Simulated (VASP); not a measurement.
# Sound and unsound inputs on ScPt, part 2 of 3

Aim: change the input of a sound run on ScPt piece by piece and see what each change does. All runs use LDA. The start is a cell from a database of measured crystal structures.

VASP 6.6.1; LDA; plane waves and PAW (Sc_sv, Pt).

Still holding for the runs below: This run has no spin polarisation. Its electron count is odd, so without a moment it is a metal by construction. The k-mesh is coarse for a metal.

So far. Step 2 (Reference run): The pressure is -5.82 GPa and the largest force 0.000 eV/Å, so the cell is not at a minimum at these settings.

## Step 6: Full relaxation (LDA) with a changed input

The start need not lie at this functional's minimum. ISIF = 8 frees positions and volume, with the shape held, and EDIFFG sets the threshold on forces and stress at which the search stops. Some settings are moved from the usual, to see what they do.

Input file INCAR:

```
SYSTEM = ScPt
PREC = Accurate
ENCUT = 250
EDIFF = 1E-06
NELM = 100
ISMEAR = -1
SIGMA = 0.05
LREAL = .FALSE.
ALGO = Normal
GGA = CA
NBANDS = 16
LASPH = .TRUE.
LORBIT = 11
LWAVE = .FALSE.
LCHARG = .FALSE.
KPAR = 2
IBRION = 2
NSW = 60
ISIF = 8
EDIFFG = -0.01
KSPACING = 0.5
```

Input file POSCAR:

```
ScPt
1.0
    3.2700000000      0.0000000000      0.0000000000
    0.0000000000      3.2700000000      0.0000000000
    0.0000000000      0.0000000000      3.2700000000
Sc Pt
1 1
Direct
    0.5000000000      0.5000000000      0.5000000000
    0.0000000000      0.0000000000      0.0000000000
```

PAW data sets: Sc_sv and Pt (LDA family, release 64).

The run is started by

```bash
mpirun -np 2 vasp_std
```

The log of the run:

```text
[banner, memory and clock lines left out]
running    2 mpi-ranks, on    1 nodes
 distrk:  each k-point on    1 cores,    2 groups
 distr:  one band on    1 cores,    1 groups

 POSCAR found type information on POSCAR ScPt
 POSCAR found :  2 types and       2 ions
 LDA part: xc-table for (Slater(with rela. corr.)+CA(PZ))
 , standard interpolation
 INCAR ok, starting setup
 POSCAR ok, starting setup
 FFT: planning ... GRIDC
 FFT: planning ... GRID_SOFT
 FFT: planning ... GRID
 WAVECAR not read
 entering main loop
       N       E                     dE             d eps       ncg     rms          rms(c)
DAV:   1     0.123171984609E+03    0.12317E+03   -0.73103E+03   352   0.768E+02
DAV:   2    -0.124343086844E+02   -0.13561E+03   -0.13113E+03   352   0.314E+02
DAV:   3    -0.179614046388E+02   -0.55271E+01   -0.53574E+01   416   0.586E+01
DAV:   4    -0.180393433652E+02   -0.77939E-01   -0.77669E-01   384   0.697E+00
DAV:   5    -0.180412957566E+02   -0.19524E-02   -0.19523E-02   464   0.113E+00    0.952E+00
DAV:   6    -0.169014331313E+02    0.11399E+01   -0.23476E+00   432   0.202E+01    0.420E+00
DAV:   7    -0.167371252867E+02    0.16431E+00   -0.11114E+00   328   0.687E+00    0.193E+00
DAV:   8    -0.166612885950E+02    0.75837E-01   -0.33986E-01   472   0.558E+00    0.673E-01
DAV:   9    -0.166551110349E+02    0.61776E-02   -0.35187E-02   400   0.283E+00    0.354E-01
DAV:  10    -0.166531816739E+02    0.19294E-02   -0.86635E-03   448   0.119E+00    0.508E-02
DAV:  11    -0.166531649386E+02    0.16735E-04   -0.40420E-04   472   0.213E-01    0.341E-02
DAV:  12    -0.166531431482E+02    0.21790E-04   -0.49702E-05   504   0.638E-02    0.425E-03
DAV:  13    -0.166531427410E+02    0.40721E-06   -0.12580E-06   256   0.136E-02
   1 F= -.16653143E+02 E0= -.16641862E+02  d E =-.166531E+02
 curvature:   0.00 expect dE= 0.000E+00 dE for cont linesearch  0.000E+00
 trial: gam= 0.00000 g(F)=  0.000E+00 g(S)=  0.684E-01 ort = 0.000E+00 (trialstep = 0.100E+01)
 search vector abs. value=  0.684E-01
 bond charge predicted
       N       E                     dE             d eps       ncg     rms          rms(c)
DAV:   1    -0.177315665997E+02   -0.10784E+01   -0.24923E+01   320   0.599E+01    0.835E+00
DAV:   2    -0.169015662525E+02    0.83000E+00   -0.51544E+00   344   0.166E+01    0.340E+00
DAV:   3    -0.166828363662E+02    0.21873E+00   -0.12675E+00   464   0.127E+01    0.140E+00
DAV:   4    -0.166363547708E+02    0.46482E-01   -0.13204E-01   368   0.333E+00    0.801E-01
DAV:   5    -0.166355797191E+02    0.77505E-03   -0.69511E-03   456   0.878E-01    0.307E-01
DAV:   6    -0.166355904161E+02   -0.10697E-04   -0.92159E-04   432   0.333E-01    0.389E-02
DAV:   7    -0.166355741334E+02    0.16283E-04   -0.13837E-04   480   0.147E-01    0.112E-02
DAV:   8    -0.166355715693E+02    0.25641E-05   -0.40672E-06   384   0.234E-02    0.141E-03
DAV:   9    -0.166355715837E+02   -0.14399E-07   -0.55733E-07   176   0.626E-03
   2 F= -.16635572E+02 E0= -.16625065E+02  d E =0.175712E-01
 trial-energy change:    0.017571  1 .order    0.019602   -0.068362    0.107567
 step:   0.4053(harm=  0.3886)  dis= 0.00000  next Energy=   -16.667131 (dE=-0.140E-01)
 bond charge predicted
       N       E                     dE             d eps       ncg     rms          rms(c)
DAV:   1    -0.170765337054E+02   -0.44096E+00   -0.92933E+00   320   0.366E+01    0.447E+00
DAV:   2    -0.167820228219E+02    0.29451E+00   -0.19843E+00   336   0.104E+01    0.266E+00
DAV:   3    -0.166896293041E+02    0.92394E-01   -0.61950E-01   472   0.893E+00    0.973E-01
DAV:   4    -0.166677843348E+02    0.21845E-01   -0.10032E-01   320   0.218E+00    0.550E-01
DAV:   5    -0.166676690408E+02    0.11529E-03   -0.58932E-03   360   0.615E-01    0.120E-01
DAV:   6    -0.166673860561E+02    0.28298E-03   -0.10177E-03   376   0.268E-01    0.148E-02
DAV:   7    -0.166673843661E+02    0.16900E-05   -0.31528E-05   400   0.513E-02    0.597E-03
DAV:   8    -0.166673844795E+02   -0.11342E-06   -0.93226E-07   208   0.851E-03
   3 F= -.16667384E+02 E0= -.16656269E+02  d E =-.142417E-01
 curvature:  -0.19 expect dE=-0.863E-06 dE for cont linesearch -0.863E-06
 trial: gam=-0.00800 g(F)=  0.000E+00 g(S)=  0.445E-05 ort = 0.551E-03 (trialstep = 0.881E+00)
 search vector abs. value=  0.389E-09
 reached required accuracy - stopping structural energy minimisation
```

Run time: 4.8 s. Hardware: 2 MPI ranks of AMD EPYC 7R43, shared host; peak memory 0.17 GiB.

Parts of OUTCAR (step 6):

```text
   k-points           NKPTS =     10   k-points in BZ     NKDIM =     10   number of bands    NBANDS=     16

   ENCUT  =  250.0 eV  18.37 Ry    4.29 a.u.   4.22  4.22  4.22*2*pi/ulx,y,z

   NELECT =      21.0000    total number of electrons

 E-fermi :   7.4706

 k-point     1 :       0.0000    0.0000    0.0000
  band No.  band energies     occupation
    ...
      6       2.7969      2.00000
      7       2.7969      2.00000
      8       5.3125      2.00000
      9       5.3125      2.00000
     10       5.3125      2.00000
     11       9.6562      0.00000
     12       9.6562      0.00000
     13      11.7400      0.00000
     14      11.7400      0.00000
     15      11.7400      0.00000
    ...

  Total       -0.0078377     -0.0078377     -0.0078377     -0.0000000     -0.0000000      0.0000000
  in kB       -0.3695660     -0.3695660     -0.3695660     -0.0000000     -0.0000000      0.0000000
  external PRESSURE =      -0.3695660 kB  Pullay stress =       0.0000000 kB

 POSITION                                       TOTAL-FORCE (eV/Angst)
 -----------------------------------------------------------------------------------
      1.61946      1.61946      1.61946         0.000000      0.000000      0.000000
      0.00000      0.00000      0.00000         0.000000      0.000000      0.000000
 -----------------------------------------------------------------------------------
    total drift:                                0.000000     -0.000000     -0.000000

  FREE ENERGIE OF THE ION-ELECTRON SYSTEM (eV)
  ---------------------------------------------------
  free  energy   TOTEN  =       -16.6673844795 eV

  energy  without entropy=      -16.6451540624  energy(sigma->0) =      -16.65626927

 reached required accuracy - stopping structural energy minimisation

[... 4 parts as in an earlier step ...]

[... 11 further parts left out ...]
```

CONTCAR:

```
ScPt
   1.00000000000000
     3.2389296845652611    0.0000000000000000    0.0000000000000000
     0.0000000000000000    3.2389296845652611    0.0000000000000000
     0.0000000000000000    0.0000000000000000    3.2389296845652611
  Sc              Pt
     1     1
Direct
     0.5000000000000000    0.5000000000000000    0.5000000000000000
     0.0000000000000000    0.0000000000000000    0.0000000000000000
```

The run converged; its settings lie outside those of the reference runs, so its numbers are set aside.

Settings moved from the usual: KSPACING = 0.5, ISIF = 8 and ENCUT = 250.

The mesh holds 10 irreducible points against 20. The cutoff falls from 400 to 250 eV, which shrinks the basis; the stress suffers most (Pulay stress), and PAW energies need not rise evenly as the basis shrinks.

## Step 7: Full relaxation (LDA) with a changed input, try 2

This run is made with a changed input; what comes of it follows.

Input file INCAR:

```
SYSTEM = ScPt
PREC = Accurate
ENCUT = 400
EDIFF = 1E-06
NELM = 78
ISMEAR = -1
SIGMA = 0.05
LREAL = .FALSE.
ALGO = Normal
GGA = CA
NBANDS = 16
LASPH = .TRUE.
LORBIT = 11
LWAVE = .FALSE.
LCHARG = .FALSE.
KPAR = 2
IBRION = 2
NSW = 30
ISIF = 3
EDIFFG = -0.01
IMIX = 1
AMIX = 1.5
BMIX = 1E-04
```

POSCAR is that of step 6.

Input file KPOINTS:

```
Automatic mesh
0
Gamma
6 6 6
0 0 0
```

The run is started by

```bash
mpirun -np 2 vasp_std
```

The log of the run:

```text
[... set-up lines as in an earlier step ...]
 entering main loop
       N       E                     dE             d eps       ncg     rms          rms(c)
[... 5 cycles as in an earlier step ...]
DAV:   6    -0.293417278902E+02   -0.11133E+02   -0.91061E+01   912   0.960E+01    0.354E+01
DAV:   7    -0.959805909955E+03   -0.93046E+03   -0.77893E+03  1040   0.201E+03    0.737E+02
DAV:   8    -0.529081501794E+04   -0.43310E+04   -0.57754E+04   944   0.150E+03    0.224E+03
DAV:   9    -0.926707143033E+04   -0.39763E+04   -0.89308E+04   912   0.179E+03    0.317E+03
[...]
DAV:  76    -0.145987685241E+05    0.74314E+03   -0.11588E+05  1248   0.113E+03    0.614E+03
DAV:  77    -0.153319873590E+05   -0.73322E+03   -0.12778E+05  1120   0.173E+03    0.616E+03
DAV:  78    -0.146043140277E+05    0.72767E+03   -0.11601E+05  1264   0.112E+03
 -----------------------------------------------------------------------------
|                                                                             |
|           W    W    AA    RRRRR   N    N  II  N    N   GGGG   !!!           |
|           W    W   A  A   R    R  NN   N  II  NN   N  G    G  !!!           |
|           W    W  A    A  R    R  N N  N  II  N N  N  G       !!!           |
|           W WW W  AAAAAA  RRRRR   N  N N  II  N  N N  G  GGG   !            |
|           WW  WW  A    A  R   R   N   NN  II  N   NN  G    G                |
|           W    W  A    A  R    R  N    N  II  N    N   GGGG   !!!           |
|                                                                             |
|     The electronic self-consistency was not achieved in the given           |
|     number of steps (NELM). The forces and other quantities evaluated       |
|     might not be reliable so examine the results carefully. If you find     |
|     spurious results, we suggest increasing NELM, if you were close to      |
|     convergence or switching to a different ALGO or adjusting the           |
|     density mixing parameters otherwise.                                    |
|                                                                             |
 -----------------------------------------------------------------------------

   1 F= -.14604314E+05 E0= -.14604308E+05  d E =-.146043E+05
[...]
|     The electronic self-consistency was not achieved in the given           |
[... from here on, the cycles between the ionic steps are left out ...]
   2 F= 0.15434197E+04 E0= 0.15434636E+04  d E =0.161477E+05
[...]
|     The electronic self-consistency was not achieved in the given           |
   3 F= 0.15408205E+04 E0= 0.15408704E+04  d E =0.161451E+05
   4 F= 0.15298940E+04 E0= 0.15299364E+04  d E =0.161342E+05
   5 F= 0.10506885E+04 E0= 0.10507110E+04  d E =0.156550E+05
   6 F= 0.14423206E+03 E0= 0.14424311E+03  d E =0.147485E+05
   7 F= -.14163656E+04 E0= -.14163567E+04  d E =0.131879E+05
[...]
hard stop encountered!  aborting job ...
[...]
soft stop encountered!  aborting job ...
   8 F= -.32629283E+04 E0= -.32629225E+04  d E =-.116275E-01
 deleting file STOPCAR
```

Elapsed: 4 min, on 2 MPI ranks; peak memory 0.19 GiB.

The run was stopped at its time limit, by a STOPCAR file.

By then 7 ionic steps had been finished.

The fault in the input: mixing far too strong (IMIX = 1, AMIX = 1.5 and BMIX = 0.0001). Lower AMIX to 0.4 or under and return to the default mixer.

## Step 8: A single point (LDA) with a changed input, try 3

A single point gives energy, forces and stress at these settings. Some settings are moved from the usual, to see what they do.

Input file INCAR:

```
SYSTEM = ScPt
PREC = Accurate
ENCUT = 400
EDIFF = 1E-06
NELM = 100
ISMEAR = -1
SIGMA = 0.05
LREAL = .FALSE.
ALGO = Normal
GGA = CA
NBANDS = 16
LASPH = .TRUE.
LORBIT = 11
LWAVE = .FALSE.
LCHARG = .FALSE.
KPAR = 2
ISIF = 2
IMIX = 1
AMIX = 0.2
```

POSCAR is that of step 7.

KPOINTS is that of step 7.

The run is started by

```bash
mpirun -np 2 vasp_std
```

The log of the run:

```text
[... set-up lines as in an earlier step ...]
 entering main loop
       N       E                     dE             d eps       ncg     rms          rms(c)
[... 5 cycles as in an earlier step ...]
DAV:   6    -0.174489710148E+02    0.76013E+00   -0.53695E-01   944   0.107E+01    0.682E+00
DAV:   7    -0.170914137991E+02    0.35756E+00   -0.26107E-01  1000   0.687E+00    0.471E+00
DAV:   8    -0.169221109573E+02    0.16930E+00   -0.11718E-01   976   0.438E+00    0.325E+00
DAV:   9    -0.168413893944E+02    0.80722E-01   -0.52674E-02   984   0.274E+00    0.228E+00
DAV:  10    -0.168019541482E+02    0.39435E-01   -0.23797E-02   960   0.174E+00    0.163E+00
DAV:  11    -0.167823136133E+02    0.19641E-01   -0.10122E-02   976   0.108E+00    0.120E+00
DAV:  12    -0.167721632517E+02    0.10150E-01   -0.43664E-03   992   0.665E-01    0.899E-01
DAV:  13    -0.167666835821E+02    0.54797E-02   -0.19419E-03   968   0.415E-01    0.689E-01
DAV:  14    -0.167636110974E+02    0.30725E-02   -0.89531E-04   984   0.266E-01    0.536E-01
DAV:  15    -0.167618379276E+02    0.17732E-02   -0.42851E-04   984   0.176E-01    0.421E-01
DAV:  16    -0.167607931930E+02    0.10447E-02   -0.21473E-04   976   0.122E-01    0.333E-01
DAV:  17    -0.167601686938E+02    0.62450E-03   -0.11134E-04   976   0.872E-02    0.265E-01
DAV:  18    -0.167597916745E+02    0.37702E-03   -0.59989E-05   944   0.641E-02    0.212E-01
DAV:  19    -0.167595625232E+02    0.22915E-03   -0.33152E-05   904   0.478E-02    0.170E-01
DAV:  20    -0.167594226124E+02    0.13991E-03   -0.18943E-05   936   0.362E-02    0.136E-01
DAV:  21    -0.167593369323E+02    0.85680E-04   -0.10949E-05   944   0.276E-02    0.109E-01
DAV:  22    -0.167592843529E+02    0.52579E-04   -0.63791E-06   840   0.213E-02    0.878E-02
DAV:  23    -0.167592520464E+02    0.32307E-04   -0.39113E-06   776   0.168E-02    0.705E-02
DAV:  24    -0.167592321648E+02    0.19882E-04   -0.20812E-06   504   0.131E-02    0.563E-02
DAV:  25    -0.167592199106E+02    0.12254E-04   -0.16673E-06   480   0.143E-02    0.459E-02
DAV:  26    -0.167592123593E+02    0.75513E-05   -0.11940E-06   424   0.127E-02    0.365E-02
DAV:  27    -0.167592077222E+02    0.46371E-05   -0.96355E-07   368   0.123E-02    0.299E-02
DAV:  28    -0.167592048813E+02    0.28409E-05   -0.74443E-07   368   0.117E-02    0.235E-02
DAV:  29    -0.167592031482E+02    0.17331E-05   -0.58716E-07   336   0.105E-02    0.194E-02
DAV:  30    -0.167592020918E+02    0.10565E-05   -0.42484E-07   360   0.978E-03    0.152E-02
DAV:  31    -0.167592014522E+02    0.63957E-06   -0.34121E-07   320   0.834E-03
   1 F= -.16759201E+02 E0= -.16756508E+02  d E =-.538774E-02
```

It took 17 s on 2 MPI ranks; peak memory 0.18 GiB; 33 s of CPU time.

From OUTCAR (step 8):

```text
   NELECT =      21.0000    total number of electrons

 E-fermi :   8.0215

 k-point     1 :       0.0000    0.0000    0.0000
  band No.  band energies     occupation
    ...
      6       2.6020      2.00000
      7       2.6020      2.00000
      8       4.9822      2.00000
      9       4.9822      2.00000
     10       4.9822      2.00000
     11       9.2570      0.00000
     12       9.2570      0.00000
     13      11.2706      0.00000
     14      11.2706      0.00000
     15      11.2706      0.00000
    ...

  Total       -1.2580329     -1.2580329     -1.2580329     -0.0000000     -0.0000000     -0.0000000
  in kB      -57.6446938    -57.6446938    -57.6446938     -0.0000000     -0.0000000     -0.0000000
  external PRESSURE =     -57.6446938 kB  Pullay stress =       0.0000000 kB

  FREE ENERGIE OF THE ION-ELECTRON SYSTEM (eV)
  ---------------------------------------------------
  free  energy   TOTEN  =       -16.7592014522 eV

  energy  without entropy=      -16.7538137118  energy(sigma->0) =      -16.75650758

[... 10 parts as in an earlier step ...]

[... 8 further parts left out ...]
```

IMIX and AMIX act on the way to self-consistency or on speed; a fully converged result doesn't depend on them, though slow mixing can meet EDIFF with the stress still off.

This step gave:

```yaml
scf_cycles: 31
fermi_energy: 8.021 eV
pressure: -5.764 GPa
```

Against the reference run the energy at zero smearing moves by -0.00 meV an atom and the pressure by +0.06 GPa.

(Part 2 of 3 ends here.)

[Lines on the potential files, build, host, timing and source positions are cut from VASP's logs without a mark.]

[Logs are printed without paths, hosts, clocks, repeated set-up lines and the standing remarks that a program may print on its own settings, such as how far it seeks lower states.]

[Hosts, paths, dates, database ids (printed as entryN), source tags and the programs' standing remarks are cut or masked in the printed files.]

[A measured line is paired with the nearest computed mode of its activity, which favours agreement.]

[In band tables of VASP the shares of atoms and orbitals are scaled to a sum of 1 inside the atoms' spheres.]
